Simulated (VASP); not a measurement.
# AlIn3N2 (P6_3/mmc) in VASP: relaxation of cell and atoms with PBE

Aim: the relaxation of cell and atoms of AlIn3N2 with PBE.

Everything below comes from runs of VASP 6.6.1. Logs are shortened: lines on timing, memory, paths and dates and some standing lists are left out, and cuts for length are marked.

### 1 Starting point

The structure is hexagonal, space group P6_3/mmc (No. 194). The conventional cell has a = 3.500 Å, b = 3.500 Å, c = 20.300 Å, α = 90.00°, β = 90.00°, γ = 120.00°. Al (site symmetry -6m2) has 6 In at 3.09 Å and 6 Al at 3.50 Å as nearest neighbours. In (site symmetry -3m) has 6 N at 2.44 Å as nearest neighbours. Around In (site symmetry 3m) lie 3 N at 2.44 Å. N (site symmetry 3m) is surrounded by 6 In at 2.44 Å.

The cell was built by a generator and needn't be a form met in nature.

### 2 Relaxation of cell and atoms, PBE

Input file INCAR:

```
  ALGO = Fast
  EDIFF = 1E-4
  EDIFFG = -0.08
  ENCUT = 520
  GGA = PE
  IBRION = 2
  ISIF = 3
  ISMEAR = 0
  LASPH = True
  LCHARG = False
  LREAL = Auto
  LWAVE = False
  NELM = 60
  NSW = 24
  PREC = Normal
  SIGMA = 0.15
```

Input file KPOINTS:

```
k-points
0
Gamma
  5 5 1
```

Input file POSCAR:

```
AlIn3N2
1.0
    3.5000000000      0.0000000000      0.0000000000
   -1.7500000000      3.0310889100      0.0000000000
    0.0000000000      0.0000000000     20.3000000000
Al In N
2 6 4
Direct
    0.0000000000      0.0000000000      0.7500000000
    0.0000000000      0.0000000000      0.2500000000
    0.0000000000      0.0000000000      0.0000000000
    0.6666666700      0.3333333300      0.8650000000
    0.3333333300      0.6666666700      0.1350000000
    0.3333333300      0.6666666700      0.3650000000
    0.0000000000      0.0000000000      0.5000000000
    0.6666666700      0.3333333300      0.6350000000
    0.6666666700      0.3333333300      0.0675000000
    0.3333333300      0.6666666700      0.9325000000
    0.6666666700      0.3333333300      0.4325000000
    0.3333333300      0.6666666700      0.5675000000
```

Potentials or basis: VASP PAW PBE potentials, release 64 (Al, In_d, N).

Launch:

```bash
$ cat potpaw_PBE.64/Al/POTCAR potpaw_PBE.64/In_d/POTCAR potpaw_PBE.64/N/POTCAR > POTCAR
$ mpirun -np 1 vasp_std > vasp.out
```

OUTCAR:

```text
EDIFF = 1E-4
   EDIFFG = -0.08
   ENCUT = 520
   GGA = PE
   IBRION = 2
   ISIF = 3
   ISMEAR = 0
   LASPH = True
   LREAL = Auto
   NELM = 60
   NSW = 24
   PREC = Normal

 ion  position               nearest neighbor table
   1  0.000  0.000  0.750-   4 3.09   8 3.09   4 3.09   8 3.09   4 3.09   8 3.09
   2  0.000  0.000  0.250-   5 3.09   6 3.09   5 3.09   6 3.09   5 3.09   6 3.09
   3  0.000  0.000  0.000-   9 2.44  10 2.44  10 2.44   9 2.44   9 2.44  10 2.44   4 3.40   5 3.40
                             5 3.40   4 3.40   5 3.40   4 3.40
   4  0.667  0.333  0.865-  10 2.44  10 2.44  10 2.44   1 3.09   1 3.09   1 3.09   3 3.40   3 3.40
                             3 3.40
   5  0.333  0.667  0.135-   9 2.44   9 2.44   9 2.44   2 3.09   2 3.09   2 3.09   3 3.40   3 3.40
                             3 3.40
   6  0.333  0.667  0.365-  11 2.44  11 2.44  11 2.44   2 3.09   2 3.09   2 3.09   7 3.40   7 3.40
                             7 3.40
   7  0.000  0.000  0.500-  11 2.44  12 2.44  12 2.44  11 2.44  11 2.44  12 2.44   6 3.40   8 3.40
                             6 3.40   8 3.40   6 3.40   8 3.40
   8  0.667  0.333  0.635-  12 2.44  12 2.44  12 2.44   1 3.09   1 3.09   1 3.09   7 3.40   7 3.40
                             7 3.40
   9  0.667  0.333  0.068-   5 2.44   5 2.44   3 2.44   3 2.44   3 2.44   5 2.44
  10  0.333  0.667  0.932-   4 2.44   4 2.44   3 2.44   3 2.44   3 2.44   4 2.44
  11  0.667  0.333  0.432-   6 2.44   6 2.44   7 2.44   7 2.44   7 2.44   6 2.44
  12  0.333  0.667  0.568-   8 2.44   8 2.44   7 2.44   7 2.44   7 2.44   8 2.44

  LATTYP: Found a hexagonal cell.
 ALAT       =     3.5000000000
 C/A-ratio  =     5.8000000000

  Lattice vectors:

 A1 = (   3.5000000000,   0.0000000000,   0.0000000000)
 A2 = (  -1.7500000000,   3.0310889100,   0.0000000000)
 A3 = (   0.0000000000,   0.0000000000,  20.3000000000)

Analysis of symmetry for initial positions (statically):
=====================================================================
 Subroutine PRICEL returns:
 Original cell was already a primitive cell.

 Routine SETGRP: Setting up the symmetry group for a
 hexagonal supercell.

 Subroutine GETGRP returns: Found 24 space group operations
 (whereof 12 operations were pure point group operations)
 out of a pool of 24 trial point group operations.

The static configuration has the point symmetry D_3d.
 The point group associated with its full space group is D_6h.

Analysis of symmetry for dynamics (positions and initial velocities):
=====================================================================
 Subroutine PRICEL returns:
 Original cell was already a primitive cell.

 Routine SETGRP: Setting up the symmetry group for a
 hexagonal supercell.

 Subroutine GETGRP returns: Found 24 space group operations
 (whereof 12 operations were pure point group operations)
 out of a pool of 24 trial point group operations.

The dynamic configuration has the point symmetry D_3d.
 The point group associated with its full space group is D_6h.

 Subroutine INISYM returns: Found 24 space group operations
 (whereof 12 operations are pure point group operations),
 and found     1 'primitive' translations

----------------------------------------------------------------------------------------

                                     Primitive cell

  volume of cell :     215.3589

  direct lattice vectors                    reciprocal lattice vectors
     3.500000000  0.000000000  0.000000000     0.285714286  0.164957220  0.000000000
    -1.750000000  3.031088910  0.000000000     0.000000000  0.329914440  0.000000000
     0.000000000  0.000000000 20.300000000     0.000000000  0.000000000  0.049261084

  length of vectors
     3.500000000  3.499999997 20.300000000     0.329914440  0.329914440  0.049261084

  position of ions in fractional coordinates (direct lattice)
     0.000000000  0.000000000  0.750000000
     0.000000000  0.000000000  0.250000000
     0.000000000  0.000000000  0.000000000
     0.666666670  0.333333330  0.865000000
     0.333333330  0.666666670  0.135000000
     0.333333330  0.666666670  0.365000000
     0.000000000  0.000000000  0.500000000
     0.666666670  0.333333330  0.635000000
     0.666666670  0.333333330  0.067500000
     0.333333330  0.666666670  0.932500000
     0.666666670  0.333333330  0.432500000
     0.333333330  0.666666670  0.567500000

  ion indices of the primitive-cell ions
   primitive index   ion index
                 1           1
                 2           2
                 3           3
                 4           4
                 5           5
                 6           6
                 7           7
                 8           8
                 9           9
                10          10
                11          11
                12          12

----------------------------------------------------------------------------------------

 KPOINTS: k-points

Automatic generation of k-mesh.
 Grid dimensions read from file:
 generate k-points for:    5    5    1

 Generating k-lattice:

  Cartesian coordinates                     Fractional coordinates (reciprocal lattice)
     0.057142857  0.032991444  0.000000000     0.200000000 -0.000000000  0.000000000
     0.000000000  0.065982888  0.000000000     0.000000000  0.200000000  0.000000000
     0.000000000  0.000000000  0.049261084     0.000000000  0.000000000  1.000000000

  Length of vectors
     0.065982888  0.065982888  0.049261084

  Shift w.r.t. Gamma in fractional coordinates (k-lattice)
     0.000000000  0.000000000  0.000000000

 Subroutine IBZKPT returns following result:
 ===========================================

 Found      5 irreducible k-points:

 Following reciprocal coordinates:
            Coordinates               Weight
  0.000000  0.000000  0.000000      1.000000
  0.200000  0.000000  0.000000      6.000000
  0.400000  0.000000  0.000000      6.000000
  0.200000  0.200000  0.000000      6.000000
  0.400000  0.200000  0.000000      6.000000
   k-points           NKPTS =      5   k-points in BZ     NKDIM =      5   number of bands    NBANDS=     62
   number of dos      NEDOS =    301   number of ions     NIONS =     12
   total plane-waves  NPLWV =  48000
   dimension x,y,z NGX =    20 NGY =   20 NGZ =  120
   dimension x,y,z NGXF=    40 NGYF=   40 NGZF=  240
   ions per type =               2   6   4
   NGX,Y,Z   is equivalent  to a cutoff of   9.50,  9.50,  9.83 a.u.
   NGXF,Y,Z  is equivalent  to a cutoff of  19.00, 19.00, 19.65 a.u.
 SYSTEM =  unknown system
   PREC   = normal    normal or accurate (medium, high low for compatibility)
   ISTART =      0    job   : 0-new  1-cont  2-samecut
   ICHARG =      2    charge: 1-file 2-atom 10-const
   ISPIN  =      1    spin polarized calculation?
   LNONCOLLINEAR =      F non collinear calculations
   LSORBIT =      F    spin-orbit coupling
   LASPH  =      T    aspherical Exc in radial PAW
   ENCUT  =  520.0 eV  38.22 Ry    6.18 a.u.   6.51  6.51 37.74*2*pi/ulx,y,z
   NELM   =     60;   NELMIN=  2; NELMDL= -5     # of ELM steps
   EDIFF  = 0.1E-03   stopping-criterion for ELM
   LREAL  =      T    real-space projection
   EDIFFG = -.8E-01   stopping-criterion for IOM
   NSW    =     24    number of steps for IOM
   IBRION =      2    ionic relax: 0-MD 1-quasi-New 2-CG
   NFREE  =      1    steps in history (QN), initial steepest desc. (CG)
   ISIF   =      3    stress and relaxation
   ISYM   =      2    0-nonsym 1-usesym 2-fastsym
   POTIM  = 0.5000    time-step for ionic-motion
   TEBEG  =    0.0;   TEEND  =   0.0 temperature during run
   PSTRESS=    0.0 pullay stress
   NELECT =     104.0000    total number of electrons
   NUPDOWN=      -1.0000    fix difference up-down
   EMIN   =  10.00;   EMAX   =-10.00  energy-range for DOS
   EFERMI =   0.00;   METHOD = LEGACY
   ISMEAR =     0;   SIGMA  =   0.15  broadening in eV -4-tet -1-fermi 0-gaus
   EFERMI_NEDOS =   21; number of points for ismear=-14 and -15
   IALGO  =     68    algorithm
   IMIX   =      4    mixing-type and parameters
     AMIX     =   0.40;   BMIX     =  1.00
     AMIX_MAG =   1.60;   BMIX_MAG =  1.00
  volume/ion in A,a.u.               =      17.95       121.11
  Fermi-wavevector in a.u.,A,eV,Ry     =   1.284394  2.427153 22.445104  1.649669
  Thomas-Fermi vector in A             =   2.416591
   LORBIT       =      0    0 simple, 1 ext, 2 COOP (PROOUT), +10 PAW based schemes
   GGA     = PE    functional components
   LHFCALC =     F    Hartree Fock is set to
   AEXX    =    0.0000 exact exchange contribution
   IVDW    =     0    specifies the selected vdW correction
   LEPSILON=     F    determine dielectric tensor
   LRPA    =     F    only Hartree local field effects (RPA)
 conjugate gradient relaxation of ions
 non-spin polarized calculation
 RMM-DIIS sequential band-by-band and
 Gauss-broadening in eV      SIGMA  =   0.15
  energy-cutoff  :      520.00
  volume of cell :      215.36
 maximum number of plane-waves:      5835
   NGX = 13   NGY = 13   NGZ = 75

--------------------------------------- Ionic step        1  -------------------------------------------

 number of electron     104.0000046 magnetization

 Free energy of the ion-electron system (eV)
  ---------------------------------------------------
  ext. energy  EPLUGINS =         0.00000000
  ---------------------------------------------------
  free energy    TOTEN  =       -51.54722981 eV

  energy without entropy =      -51.46033801  energy(sigma->0) =      -51.50378391

------------------------ aborting loop because EDIFF is reached ----------------------------------------

  FORCE on cell =-STRESS in cart. coord.  units (eV):
  Direction    XX          YY          ZZ          XY          YZ          ZX
  --------------------------------------------------------------------------------------
  -------------------------------------------------------------------------------------
  Total       -8.7975827     -8.7975827     -8.0995637     -0.0000000      0.0000000      0.0000000
  in kB      -65.4502308    -65.4502306    -60.2572697     -0.0000000      0.0000000      0.0000000
  external PRESSURE =     -63.7192437 kB  Pullay stress =       0.0000000 kB
[... 119 lines left out ...]
  FREE ENERGIE OF THE ION-ELECTRON SYSTEM (eV)
  ---------------------------------------------------
  free  energy   TOTEN  =       -51.8690723619 eV

  energy  without entropy=      -51.7629991429  energy(sigma->0) =      -51.81603575

[... ionic steps 4 to 10 ...]

--------------------------------------- Ionic step       11  -------------------------------------------

 number of electron     104.0000046 magnetization

------------------------ aborting loop because EDIFF is reached ----------------------------------------
[... 87 lines left out ...]
--------------------------------------- Ionic step       13  -------------------------------------------

 number of electron     104.0000075 magnetization

 Free energy of the ion-electron system (eV)
  ---------------------------------------------------
  ext. energy  EPLUGINS =         0.00000000
  ---------------------------------------------------
  free energy    TOTEN  =       -51.93500601 eV

  energy without entropy =      -51.84868020  energy(sigma->0) =      -51.89184310

 E-fermi :   8.5525     XC(G=0): -10.9861

 val. band max:        8.5491330370   @ k =   0.4000   0.2000   0.0000
 cond. band min:       8.5919688200   @ k =   0.4000   0.2000   0.0000
 fundamental gap:      0.0428357830
 Fermi energy:         8.5524970493

 k-point     1 :       0.0000    0.0000    0.0000
  band No.  band energies     occupation
      1      -7.2082      2.00000
      2      -7.2041      2.00000
      3      -6.3211      2.00000
      4      -6.3194      2.00000
      5      -6.2766      2.00000
      6      -6.2729      2.00000
[... 353 lines left out ...]
  FREE ENERGIE OF THE ION-ELECTRON SYSTEM (eV)
  ---------------------------------------------------
  free  energy   TOTEN  =       -51.9350060053 eV

  energy  without entropy=      -51.8486801960  energy(sigma->0) =      -51.89184310

 reached required accuracy - stopping structural energy minimisation
```

Wall time 5.3 min (1 thread of Intel Xeon Platinum 8488C (Sapphire Rapids), shared host); peak memory 0.24 GiB.

What came out:

```
Free energy                            : -51.9350 eV
Relaxed volume                         : 16.40 Å³/atom
Relaxed cell                           : a = 3.398 Å, b = 3.398 Å, c = 19.691 Å, α = 90.00°, β = 90.00°, γ = 120.00°
Space group after relaxing (to 0.05 Å) : P6_3/mmc (No. 194)
Energy gained by relaxing              : 32.3 meV/atom
Ionic steps                            : 13
Pressure after relaxing                : 0.1 GPa
Largest force after relaxing           : 0.079 eV/Å
Band gap on the k mesh                 : none (metal or under the smearing width)
```

Forces in eV/Å, atoms in the order of the input:
```
Al   0.000  0.000  0.000
Al   0.000  0.000  0.000
In   0.000  0.000  0.000
In   0.000  0.000 -0.079
In   0.000  0.000  0.079
In   0.000  0.000 -0.079
In   0.000  0.000  0.000
In   0.000  0.000  0.079
N    0.000  0.000  0.079
N    0.000  0.000 -0.079
N    0.000  0.000 -0.079
N    0.000  0.000  0.079
```

Step by step:
```csv
step,energy change (eV),largest force (eV/Å),pressure (GPa),volume (Å³)
1,0.0000,0.0949,-6.37,215.36
2,-0.2742,0.6851,3.93,193.87
3,-0.3218,0.4171,0.23,199.93
4,-0.3203,0.4037,-0.47,200.50
5,-0.3493,0.2383,-0.65,199.51
6,-0.3648,0.1266,-0.75,198.59
7,-0.3438,0.2912,-0.23,196.76
8,-0.3644,0.1518,-0.40,198.17
9,-0.3806,0.1768,1.00,196.08
10,-0.3796,0.1699,0.12,196.31
11,-0.3801,0.1709,0.29,196.18
12,-0.3802,0.1715,0.20,196.14
13,-0.3878,0.0789,0.08,196.85
```

Final structure:
```
CELL_PARAMETERS angstrom
3.39752 0.00000 0.00000
-1.69876 2.94234 0.00000
0.00000 0.00000 19.69126
ATOMIC_POSITIONS crystal
Al 0.00000 0.00000 0.75000
Al 0.00000 0.00000 0.25000
In 0.00000 0.00000 0.00000
In 0.66667 0.33333 0.86222
In 0.33333 0.66667 0.13778
In 0.33333 0.66667 0.36222
In 0.00000 0.00000 0.50000
In 0.66667 0.33333 0.63778
N 0.66667 0.33333 0.06814
N 0.33333 0.66667 0.93186
N 0.66667 0.33333 0.43186
N 0.33333 0.66667 0.56814
```

Caveat: the k mesh is coarse (spacing up to 0.41 Å⁻¹), so the values aren't converged; the relaxation stopped at a loose force limit of 0.08 eV/Å, so its end isn't a converged minimum.
